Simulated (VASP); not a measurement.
Runs of VASP 6.6.1 on Cr2O3 (Eskolaite). It takes space group R-3c (No. 167, trigonal). Conventional cell: a = 4.957 Å, b = 4.957 Å, c = 13.592 Å, α = 90.00°, β = 90.00°, γ = 120.00°. Around Cr (site symmetry 3) lie 6 O at 1.96 to 2.01 Å. O (site symmetry 2) has 4 Cr at 1.96 to 2.01 Å as nearest neighbours. 

```tsv
task	cell	cutoff (eV)	smearing	gap on the mesh (eV)	pressure (GPa)	moment (μB)	largest force (eV/Å)
relaxation of cell and atoms	relaxed	600	methfessel-paxton 0.1 eV	1.38	0.1	12.00	0.01
single point	R-3c, 9.64 Å³/atom	600	methfessel-paxton 0.1 eV	1.28	(b)	12.00	(a)
density of states	R-3c, 9.77 Å³/atom	520	tetrahedron	1.39	0.3	12.00	-
band structure	R-3c, 9.77 Å³/atom	520	methfessel-paxton 0.1 eV	1.38	0.2	12.00	0.01
```

Alike in all rows: level r2SCAN; potentials or basis VASP PAW PBE potentials, release 64 (Cr_pv, O); spin collinear, ferromagnetic start; k mesh 9 × 9 × 9.

Question: Fill in the values left out.

Answer: (a) 0.55; (b) 3.5.

Caveats: the PAW data sets were made with another functional, which shifts forces and pressure a little; only a ferromagnetic start was run, and an antiferromagnetic order may lie lower in energy; an odd mesh through Γ misses points on the zone boundary, where band edges often lie (some runs).
